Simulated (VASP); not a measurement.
Level of theory: PBE GGA with D3 dispersion (Becke-Johnson damping), VASP's PBE PAW potentials (set 64) (plane waves; VASP).

VASP input:

File KPOINTS_OPT:
```
k-points along high-symmetry lines
15
Line-mode
Reciprocal
  0.000000   0.000000   0.000000 ! GAMMA
  0.500000   0.000000   0.000000 ! M

  0.500000   0.000000   0.000000 ! M
  0.333333   0.333333   0.000000 ! K

  0.333333   0.333333   0.000000 ! K
  0.000000   0.000000   0.000000 ! GAMMA
```

KPOINTS:
```
Automatic mesh
0
Gamma
12 12 1
0 0 0
```

### POSCAR
```
MgI2 monolayer
1
    4.1330526266     0.0000000000     0.0000000000
   -2.0665263133     3.5793281493     0.0000000000
    0.0000000000     0.0000000000    19.4790081612
I Mg
2 1
Direct
  0.6666670000   0.3333330000   0.4136855529
  0.3333330000   0.6666670000   0.5863144471
  0.0000000000   0.0000000000   0.5000000000
```

INCAR:
```
SYSTEM = MgI2 monolayer
PREC = Accurate; ENCUT = 400; LREAL = F
LASPH = T; ISYM = 0
EDIFF = 1E-6; NELM = 100; ALGO = Normal
LMAXMIX = 4
ISMEAR = 0; SIGMA = 0.05
GGA = PE; IVDW = 12
ISIF = 2
LWAVE = F; LCHARG = F; LORBIT = 11
LVHAR = T
DIPOL = 0.5 0.5 0.5
LDIPOL = T; IDIPOL = 3; EFIELD = 0.2
```

POTCAR, in this order: I Mg (PBE.64 set). Program: vasp_std.

The run wrote:

**OSZICAR**
```
       N       E                     dE             d eps       ncg     rms          rms(c)
DAV:   1     0.101031909456E+03    0.10103E+03   -0.41143E+03  1776   0.746E+02
DAV:   2     0.457142681168E+01   -0.96460E+02   -0.91196E+02  3140   0.133E+02
DAV:   3    -0.746372808584E+01   -0.12035E+02   -0.11960E+02  2264   0.590E+01
DAV:   4    -0.789577268801E+01   -0.43204E+00   -0.43164E+00  2272   0.138E+01
DAV:   5    -0.791018751725E+01   -0.14415E-01   -0.14414E-01  2432   0.293E+00    0.406E+00
DAV:   6    -0.776143030201E+01    0.14876E+00   -0.16841E-01  2144   0.279E+00    0.271E+00
DAV:   7    -0.773459806520E+01    0.26832E-01   -0.25881E-01  2264   0.325E+00    0.705E-01
DAV:   8    -0.773073160223E+01    0.38665E-02   -0.31837E-02  2140   0.131E+00    0.632E-01
DAV:   9    -0.773100278449E+01   -0.27118E-03   -0.24497E-03  2312   0.362E-01    0.371E-01
DAV:  10    -0.773035586018E+01    0.64692E-03   -0.22565E-03  2284   0.255E-01    0.631E-02
DAV:  11    -0.773037846411E+01   -0.22604E-04   -0.96288E-05  2320   0.673E-02    0.392E-02
DAV:  12    -0.773039033286E+01   -0.11869E-04   -0.77533E-06  2476   0.190E-02    0.280E-02
DAV:  13    -0.773044110663E+01   -0.50774E-04   -0.23459E-05  2244   0.341E-02    0.191E-02
DAV:  14    -0.773044939818E+01   -0.82916E-05   -0.26453E-06  2100   0.131E-02    0.460E-03
DAV:  15    -0.773047844395E+01   -0.29046E-04   -0.54398E-06  2204   0.144E-02    0.356E-03
DAV:  16    -0.773048554970E+01   -0.71058E-05   -0.19507E-06  2148   0.767E-03    0.438E-03
DAV:  17    -0.773049056154E+01   -0.50118E-05   -0.19083E-07  1604   0.287E-03    0.335E-03
DAV:  18    -0.773050590819E+01   -0.15347E-04   -0.18463E-06  2164   0.682E-03    0.291E-03
DAV:  19    -0.773050788209E+01   -0.19739E-05   -0.12625E-07  1756   0.235E-03    0.196E-03
DAV:  20    -0.773051306339E+01   -0.51813E-05   -0.98146E-08  1656   0.179E-03    0.610E-04
DAV:  21    -0.773051564755E+01   -0.25842E-05   -0.14944E-07  1672   0.144E-03    0.903E-04
DAV:  22    -0.773051639955E+01   -0.75200E-06   -0.25340E-08  1692   0.969E-04
   1 F= -.84364039E+01 E0= -.84364039E+01  d E =-.471389E-14
       N       E                     dE             ncg
```

**OUTCAR**
```
------------------------ aborting loop because EDIFF is reached ----------------------------------------
 Edisp (eV)   -0.70589
  FORCE on cell =-STRESS in cart. coord.  units (eV):
  Direction    XX          YY          ZZ          XY          YZ          ZX
  --------------------------------------------------------------------------------------
  Total      -0.05526    -0.05526    -0.05377    -0.00000    -0.00001     0.00001
  in kB      -0.30722    -0.30723    -0.29897    -0.00001    -0.00004     0.00006
  external pressure =       -0.30 kB  Pullay stress =        0.00 kB
  volume of cell :      288.16
      direct lattice vectors                 reciprocal lattice vectors
     4.133052627  0.000000000  0.000000000     0.241951916  0.139691020  0.000000000
    -2.066526313  3.579328149  0.000000000     0.000000000  0.279382040  0.000000000
     0.000000000  0.000000000 19.479008161     0.000000000  0.000000000  0.051337316
 POSITION                                       TOTAL-FORCE (eV/Angst)
 -----------------------------------------------------------------------------------
      2.06653      1.19311      8.05818        -0.000003      0.000002      0.048589
     -0.00000      2.38622     11.42082         0.000003     -0.000002      0.032910
      0.00000      0.00000      9.73950        -0.000000      0.000000     -0.081499
 -----------------------------------------------------------------------------------
    total drift:                                0.000000     -0.000000     -0.000019
  FREE ENERGIE OF THE ION-ELECTRON SYSTEM (eV)
  ---------------------------------------------------
  free  energy   TOTEN  =        -8.4364039475 eV

  energy  without entropy=       -8.4364039475  energy(sigma->0) =       -8.43640395

 total charge

# of ion       s       p       d       tot
------------------------------------------
    1        1.506   2.823   0.012   4.342
    2        1.505   2.829   0.012   4.346
    3        0.139   0.113   0.028   0.280
--------------------------------------------------
tot          3.150   5.765   0.053   8.968
```
(Selected blocks of OUTCAR.)

OUTCAR:
```
 val. band max:       -3.2840511572   @ k =   0.0000   0.0000   0.0000

 cond. band min:       0.3284623537   @ k =   0.0000   0.5000   0.0000


 Fermi energy:        -3.0330457135

 k-point     1 :       0.0000    0.0000    0.0000
  band No.  band energies     occupation
      1     -15.2217      2.00000
      2     -14.6871      2.00000
      3      -6.3660      2.00000
      4      -4.0315      2.00000
      5      -3.5774      2.00000
      6      -3.5774      2.00000
      7      -3.2841      2.00000
      8      -3.2841      2.00000
      9       0.7637      0.00000
     10       1.6422      0.00000
     11       2.1504      0.00000
     12       3.1033      0.00000

 k-point     2 :       0.0833    0.0000    0.0000
  band No.  band energies     occupation
      1     -15.1859      2.00000
      2     -14.6640      2.00000
      3      -6.3318      2.00000
      4      -4.1007      2.00000
      5      -3.7961      2.00000
      6      -3.6662      2.00000
      7      -3.5319      2.00000
      8      -3.3028      2.00000
      9       1.0167      0.00000
     10       1.9379      0.00000
     11       2.2129      0.00000
     12       3.0078      0.00000

 k-point     3 :       0.0000    0.0833    0.0000
  band No.  band energies     occupation
      1     -15.1859      2.00000
      2     -14.6640      2.00000
      3      -6.3318      2.00000
      4      -4.1007      2.00000
      5      -3.7961      2.00000
      6      -3.6662      2.00000
      7      -3.5319      2.00000
      8      -3.3028      2.00000
      9       1.0167      0.00000
     10       1.9379      0.00000
     11       2.2129      0.00000
     12       3.0078      0.00000

 k-point     4 :      -0.0833    0.0833    0.0000
  band No.  band energies     occupation
      1     -15.1859      2.00000
      2     -14.6640      2.00000
      3      -6.3318      2.00000
      4      -4.1007      2.00000
      5      -3.7961      2.00000
      6      -3.6662      2.00000
...
```

The cell holds a wide vacuum, so values per volume refer to the whole cell. The sign of EFIELD follows VASP, where electrons move along the field's direction. Unless said otherwise, spin-orbit coupling is left out, though it shifts the bands of the heavy elements here.

The cell is a sheet with vacuum, built from a generated structure.
